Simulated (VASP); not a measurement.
Consider the following.

```
CELL_PARAMETERS angstrom
      3.70421     0.00000     0.00000
     -1.85210     3.20794     0.00000
      0.00000     0.00000     6.00264
ATOMIC_POSITIONS crystal
  Gd 0.33333 0.66667 0.25000
  Gd 0.66667 0.33333 0.75000
```

Calculation: PBEsol GGA, VASP's PBE PAW potentials (set 64) (plane waves; VASP 6.6.1). Numerical set-up: 210 eV cut-off, 8×8×8 Γ-centred mesh shifted by (0.5, 0.5, 0.5), Fermi-Dirac smearing of 0.50 eV, potentials Gd_3.

The 4f electrons are frozen in the core of the lanthanide potential, so 4f levels, which can set the real gap, and their magnetism are missing. At this cut-off the stress carries a Pulay error, which pulls relaxed volumes low.  Energy and stress use the plane-wave basis of the starting cell.

Problem. The ions, cell shape and volume are relaxed. Predict the relaxed structure.

Solution. 
```
CELL_PARAMETERS angstrom
      3.60300     0.00000     0.00000
     -1.80150     3.12029     0.00000
      0.00000     0.00000     5.82076
ATOMIC_POSITIONS crystal
  Gd 0.33333 0.66667 0.25000
  Gd 0.66667 0.33333 0.75000
```
Space group P6_3/mmc (194), at a tolerance of 0.03 Å.

Problem. How do energy and volume change from the first to the last step?

Solution. The energy (σ→0) changes by -58.3 meV/atom and the volume by -8.3 %, in 4 ionic steps.

The structure comes from a computed database's Gd entry; how it stands against other phases isn't given here. This run relaxes it. Symmetry was kept, so distortions that lower it aren't found. The run is one of a series of settings (EDIFFG = -0.01, ENCUT = 210, IBRION = 2, ISIF = 3, ISMEAR = -1, ISPIN removed, the spin start removed, NSW = 50, SIGMA = 0.5, KPOINTS 8×8×8 Γ-centred mesh shifted by (0.5, 0.5, 0.5), POTCAR Gd_3 (PBE.64 set) against the base run), some of them coarse on purpose. VASP warned that the highest band is occupied, so more bands are needed.
